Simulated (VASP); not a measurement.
A run of VASP 6.6.1:

POSCAR

```
BaZnPF
1.0
    4.2059274000      0.0000000000      0.0000000000
    0.0000000000      4.2059274000      0.0000000000
    0.0000000000      0.0000000000      9.5702622900
Ba Zn P F
2 2 2 2
Direct
    0.2500000000      0.2500000000      0.3317700000
    0.7500000000      0.7500000000      0.6682300000
    0.2500000000      0.7500000000      0.0000000000
    0.7500000000      0.2500000000      0.0000000000
    0.7500000000      0.7500000000      0.1491000000
    0.2500000000      0.2500000000      0.8509000000
    0.2500000000      0.7500000000      0.5000000000
    0.7500000000      0.2500000000      0.5000000000
```

File INCAR.step1:

```
PREC     = Accurate       # precision mode
ENCUT    = 520            # plane-wave cutoff, eV
ISMEAR   = -1             # smearing method
SIGMA    = 0.0231         # smearing width, eV
LREAL    = F              # projectors in reciprocal space
LASPH    = T              # aspherical terms in the spheres
NELM     = 100            # most SCF steps
NBANDS   = 44             # bands
GGA      = PE             # functional
ALGO     = Normal         # electronic algorithm
EDIFF    = 1E-4           # SCF threshold, eV
LWAVE    = T              # write WAVECAR
LCHARG   = F              # write CHGCAR
```

File INCAR.step2:

```
PREC     = Accurate       # precision mode
ENCUT    = 520            # plane-wave cutoff, eV
EDIFF    = 1E-6           # SCF threshold, eV
ISMEAR   = -1             # smearing method
SIGMA    = 0.0231         # smearing width, eV
LREAL    = F              # projectors in reciprocal space
LASPH    = T              # aspherical terms in the spheres
NELM     = 100            # most SCF steps
ALGO     = Normal         # electronic algorithm
ISIF     = 2              # what is computed and relaxed
LWAVE    = F              # write WAVECAR
LCHARG   = F              # write CHGCAR
METAGGA  = R2SCAN         # meta-GGA
LMIXTAU  = T            
NBANDS   = 44             # bands
ISTART   = 1
```

The input KPOINTS:

```
Automatic mesh
0
Gamma
  6 6 3
```

Potentials or basis: VASP PAW PBE potentials, release 64 (Ba_sv, Zn, P, F).

Launch:

```console
$ cat potpaw_PBE.64/Ba_sv/POTCAR potpaw_PBE.64/Zn/POTCAR potpaw_PBE.64/P/POTCAR potpaw_PBE.64/F/POTCAR > POTCAR
$ cp INCAR.step1 INCAR
$ mpirun -np 1 vasp_std > vasp.out
$ cp INCAR.step2 INCAR
$ mpirun -np 1 vasp_std > vasp.out
```

Hardware: 1 thread of Intel(R) Xeon(R) Platinum 8488C (Sapphire Rapids) (shared host).

Q: How long does it take, and how much memory?

A: Run time: 5.4 min on 1 thread of Intel(R) Xeon(R) Platinum 8488C (Sapphire Rapids), on a shared host, peak memory 0.37 GiB. Counts: scf iterations 11, k points 20.
